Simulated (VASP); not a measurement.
```
TaGe2
1.0
    4.93702     0.00000     0.00000
   -2.46851     4.27559     0.00000
    0.00000     0.00000     6.74030
Ta Ge
3 6
Cartesian
  0.00000   4.27559   0.00000
  1.23426   2.13779   2.24677
 -1.23426   2.13779   4.49354
  0.00000   1.40498   0.00000
  3.72028   0.70249   2.24677
  1.25177   3.57310   4.49354
  2.46851   2.87061   0.00000
 -1.25177   3.57310   2.24677
  1.21675   0.70249   4.49354
```

The numbers are results of PBEsol GGA, VASP's PBE PAW potentials (set 64) (plane waves; VASP), not measurements. Settings: 400 eV cut-off, 8×8×5 Γ-centred mesh, tetrahedra with Blöchl corrections, potentials Ta_pv Ge_d.

The cores are frozen, which limits the accuracy of field gradients.

Give the principal components of the electric field gradient (V/Å²) and the asymmetry η at each nucleus.

| atom | Vxx | Vyy | Vzz | η |
|---|---|---|---|---|
| Ta1 | -28.6 | -4.7 | 33.3 | 0.72 |
| Ta2 | -28.6 | -4.7 | 33.3 | 0.72 |
| Ta3 | -28.6 | -4.7 | 33.3 | 0.72 |
| Ge4 | 68.3 | 16.1 | -84.4 | 0.62 |
| Ge5 | 68.3 | 16.2 | -84.4 | 0.62 |
| Ge6 | 68.3 | 16.1 | -84.4 | 0.62 |
| Ge7 | 68.3 | 16.1 | -84.4 | 0.62 |
| Ge8 | 68.3 | 16.2 | -84.4 | 0.62 |
| Ge9 | 68.3 | 16.1 | -84.4 | 0.62 |

The structure was generated: TaGe2 was put into the CrSi2 type (P6_222), which need not be its known phase. It was relaxed first.
